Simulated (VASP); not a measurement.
Computed with PBE GGA, VASP's PBE PAW potentials (set 64) (plane waves; VASP).

A VASP calculation is set up with these files.

File POSCAR:
```
CdS
1
    0.0000000000     2.8835070000     2.8835070000
    2.8835070000     0.0000000000     2.8835070000
    2.8835070000     2.8835070000     0.0000000000
Cd S
1 1
Direct
  0.0000000000   0.0000000000   0.0000000000
  0.2500000000   0.2500000000   0.2500000000
```

**INCAR**
```
SYSTEM = CdS
PREC = Accurate
ENCUT = 300
EDIFF = 1E-6
NELM = 100
ALGO = Normal
LREAL = .FALSE.
LASPH = .TRUE.
ISMEAR = 0
SIGMA = 0.01
GGA = PE
LMAXMIX = 4
LWAVE = .FALSE.
LCHARG = .FALSE.
ISIF = 2
```

File KPOINTS:
```
kpoints
0
G
  1 1 1
0 0 0
```

POTCAR, in this order: Cd S (PBE.64 set). Program: vasp_std.

What will the output report for the number of irreducible k-points (NKPTS), largest plane-wave count, number of space-group operations, FFT grid (NGX, NGY, NGZ)?

```json
{
  "number of irreducible k-points (NKPTS)": "1",
  "largest_plane_wave_count": "537",
  "number_of_space_group_operations": "24",
  "FFT grid (NGX, NGY, NGZ)": "24 × 24 × 24"
}
```

The structure comes from a computed database's CdS entry; how it stands against other phases isn't given here. The cell was not relaxed at this level. The k-mesh is coarse (spacing up to 1.89 per Å, 2π included), so the numbers may not be converged in it. The run is one of a series of settings (KPOINTS 1×1×1 Γ-centred mesh against the base run), some of them coarse on purpose.
